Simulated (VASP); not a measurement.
A run of VASP 6.6.1:

Contents of POSCAR:

```
Ge3B2C3
1.0
    3.1149790000      1.7984340000      2.6551400000
   -3.1149790000      1.7984340000      2.6551400000
    0.0000000000     -3.5968680000      2.6551400000
Ge B C
3 2 3
Direct
    0.9960200000      0.4892770000      0.4892770000
    0.4892770000      0.9960200000      0.4892770000
    0.4892770000      0.4892770000      0.9960200000
    0.0074180000      0.0074180000      0.0074180000
    0.7862130000      0.7862130000      0.7862130000
    0.2272330000      0.2272330000      0.7777250000
    0.2272330000      0.7777250000      0.2272330000
    0.7777250000      0.2272330000      0.2272330000
```

INCAR.step1

```
PREC = Accurate ; ENCUT = 520
EDIFF = 1E-6 ; ISMEAR = 0
SIGMA = 0.1 ; LREAL = False
LASPH = True ; NELM = 80
ALGO = Normal ; ISIF = 2
LWAVE = False ; LCHARG = True
GGA = PE ; NBANDS = 40
```

File KPOINTS.step1:

```
Automatic mesh
0
Gamma
  8 8 8
```

INCAR.step2

```
PREC = Accurate ; ENCUT = 520
EDIFF = 1E-6 ; ISMEAR = 0
SIGMA = 0.05 ; LREAL = False
LASPH = True ; NELM = 80
ALGO = Normal ; ISIF = 2
LWAVE = False ; LCHARG = False
GGA = PE ; NBANDS = 40
ICHARG = 11
```

KPOINTS.step2

```
path GLB1,BZGX,QFP1Z,LP
10
line-mode
reciprocal
 0.0000000000  0.0000000000  0.0000000000  G
 0.5000000000  0.0000000000  0.0000000000  L

 0.5000000000  0.0000000000  0.0000000000  L
 0.5000000000  0.4725268176 -0.4725268176  B1

 0.5274731824  0.5000000000  0.4725268176  B
 0.5000000000  0.5000000000  0.5000000000  Z

 0.5000000000  0.5000000000  0.5000000000  Z
 0.0000000000  0.0000000000  0.0000000000  G

 0.0000000000  0.0000000000  0.0000000000  G
 0.4862634088  0.0000000000 -0.4862634088  X

 0.5137365912  0.4862634088  0.0000000000  Q
 0.5000000000  0.5000000000  0.0000000000  F

 0.5000000000  0.5000000000  0.0000000000  F
 0.5137365912  0.5137365912  0.4725268176  P1

 0.5137365912  0.5137365912  0.4725268176  P1
 0.5000000000  0.5000000000  0.5000000000  Z

 0.5000000000  0.0000000000  0.0000000000  L
 0.5274731824  0.4862634088  0.4862634088  P
```

Potentials or basis: VASP PAW PBE potentials, release 64 (Ge_d, B, C).

Run with:

```sh
$ cat potpaw_PBE.64/Ge_d/POTCAR potpaw_PBE.64/B/POTCAR potpaw_PBE.64/C/POTCAR > POTCAR
$ cp INCAR.step1 INCAR
$ cp KPOINTS.step1 KPOINTS
$ mpirun -np 1 vasp_std > vasp.out
$ cp INCAR.step2 INCAR
$ cp KPOINTS.step2 KPOINTS
$ mpirun -np 1 vasp_std > vasp.out
```

Hardware: 1 thread of Intel(R) Xeon(R) Platinum 8259CL CPU @ 2.50GHz (Skylake/Cascade Lake), on a shared host.

How long does it take, and how much memory?

Wall time 6.7 min on 1 thread of Intel(R) Xeon(R) Platinum 8259CL CPU @ 2.50GHz (Skylake/Cascade Lake), on a shared host, peak memory 0.37 GiB. Counts: scf iterations 9, k points 90.
